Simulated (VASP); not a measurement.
Energy against volume of Ir (fcc). Method: RPBE GGA, VASP's PBE PAW potentials (set 64) (plane waves; VASP 6.6.1). Settings: 520 eV cut-off, 16×16×16 Γ-centred mesh, first-order Methfessel-Paxton smearing of 0.10 eV, potentials Ir.

```csv
V (Å³/atom),E (eV/atom)
13.813,-8.11812
14.253,-8.16638
14.694,-8.18150
15.135,-8.16907
```

**Question.** Fit these four points and predict the energy of the run at 15.576 Å³/atom.

**Answer.** A cubic in V^(−2/3), the third-order Birch-Murnaghan form, passes through the four points with V0 = 14.70 Å³/atom and B0 = 332 GPa, and gives -8.1339 eV/atom there. The run gave -8.1338 eV/atom, +0.1 meV/atom from the fit; all five points give B0 = 332 GPa.

The compound is Ir in the fcc structure. It was relaxed first.
